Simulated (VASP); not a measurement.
Crystal: AlGa3N2.

```
CELL_PARAMETERS angstrom
3.15000 0.00000 0.00000
-1.57500 2.72798 0.00000
0.00000 0.00000 10.30000
ATOMIC_POSITIONS crystal
Al 0.33333 0.66667 0.24800
Ga 0.00000 0.00000 0.00000
Ga 0.66667 0.33333 0.49500
Ga 0.00000 0.00000 0.72500
N 0.33333 0.66667 0.06300
N 0.66667 0.33333 0.30600
```

The cell was built by a generator and needn't be a form met in nature.

```yaml
Program: VASP 6.6.1
Task: relaxation of cell and atoms
Functional: PBE
Potentials_or_basis: VASP PAW PBE potentials, release 64 (Al, Ga_d, N)
Cutoff: 520 eV
k_mesh: 5 × 5 × 2
Occupations: gaussian, width 0.15 eV
Spin: no spin polarisation
```

At the start: pressure 0.4 GPa; volume 14.75 Å³/atom.

Task: Where does the relaxation end?

Result: Over 12 steps the energy falls by 28.3 meV/atom and the volume is 14.64 Å³/atom (-0.7 %); space group P3m1 (No. 156, to 0.05 Å).

Step by step:
```csv
step,energy change (eV),largest force (eV/Å),pressure (GPa),volume (Å³)
1,0.0000,1.1466,0.41,88.51
2,-0.1130,0.6166,-0.90,88.97
3,-0.1136,0.7119,-1.19,88.94
4,-0.1470,0.3926,0.01,87.63
5,-0.1535,0.2922,1.84,86.26
6,-0.1547,0.3178,1.09,86.77
7,-0.1548,0.2788,1.44,86.60
8,-0.1549,0.3073,0.50,86.68
9,-0.1660,0.1590,0.40,87.25
10,-0.1664,0.1748,-0.53,87.32
11,-0.1663,0.1683,0.34,87.30
12,-0.1696,0.0784,-0.37,87.86
```

Final structure:
```cif
data_structure
_symmetry_space_group_name_H-M 'P 1'
_symmetry_Int_Tables_number 1
_cell_length_a 3.1148
_cell_length_b 3.1148
_cell_length_c 10.4574
_cell_angle_alpha 90.000
_cell_angle_beta 90.000
_cell_angle_gamma 120.000
_cell_volume 87.86
loop_
_atom_site_label
_atom_site_type_symbol
_atom_site_fract_x
_atom_site_fract_y
_atom_site_fract_z
_atom_site_occupancy
Al1 Al 0.33333 0.66667 0.24593 1
Ga1 Ga 0.00000 0.00000 0.99206 1
Ga2 Ga 0.66667 0.33333 0.49679 1
Ga3 Ga 0.00000 0.00000 0.73856 1
N1 N 0.33333 0.66667 0.06216 1
N2 N 0.66667 0.33333 0.30150 1
```

Caveat: the k mesh is coarse (spacing up to 0.46 Å⁻¹), so the values aren't converged.
